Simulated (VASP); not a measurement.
Input:

```
ZnSe
1.0
    0.00000     2.78493     2.78493
    2.78493     0.00000     2.78493
    2.78493     2.78493     0.00000
Zn Se
1 1
Cartesian
  0.00000   0.00000   0.00000
  4.17740   4.17740   4.17740
```

Calculation: LDA (Ceperley-Alder, Perdew-Zunger), VASP's LDA PAW potentials (set 64) (plane waves; VASP). Settings: 400 eV cut-off, 7×7×7 Γ-centred mesh, Gaussian smearing of 0.050 eV, potentials Zn Se.

**Question.** What does the run give for the energy per atom (σ→0), band gap (on the k-mesh) with the smallest direct gap where there is one?

**Answer.** 
```json
{
 "band gap (on the k-mesh)": "1.28 eV",
 "smallest direct gap (on the k-mesh)": "1.28 eV",
 "energy per atom (σ→0)": "-3.685 eV/atom"
}
```

The absolute energy has meaning only against runs of the same code, potentials and settings.

The structure comes from a computed database's ZnSe entry (F-43m); how it stands against other phases isn't given here. It was relaxed first. The start is the result of an earlier pass.
